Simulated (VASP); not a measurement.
Consider the following.

```
CELL_PARAMETERS angstrom
      0.00000     3.24916     3.24916
      3.24916     0.00000     3.24916
      3.24916     3.24916     0.00000
ATOMIC_POSITIONS crystal
  Na 0.25000 0.25000 0.25000
  Na 0.75000 0.75000 0.75000
  S  0.00000 0.00000 0.00000
```

Calculation: PBE GGA, VASP's PBE PAW potentials (set 64) (plane waves; VASP). Settings: 300 eV cut-off, 5×5×5 Γ-centred mesh, Gaussian smearing of 0.010 eV, potentials Na_pv S.

Question: What does the run give for the energy per atom (σ→0), band gap (on the k-mesh) with the smallest direct gap where there is one?

Answer: 
* **band gap (on the k-mesh)**: 2.55 eV
* **smallest direct gap (on the k-mesh)**: 2.55 eV
* **energy per atom (σ→0)**: -3.323 eV/atom

The structure comes from a computed database's Na2S entry; how it stands against other phases isn't given here. The cell was not relaxed at this level.
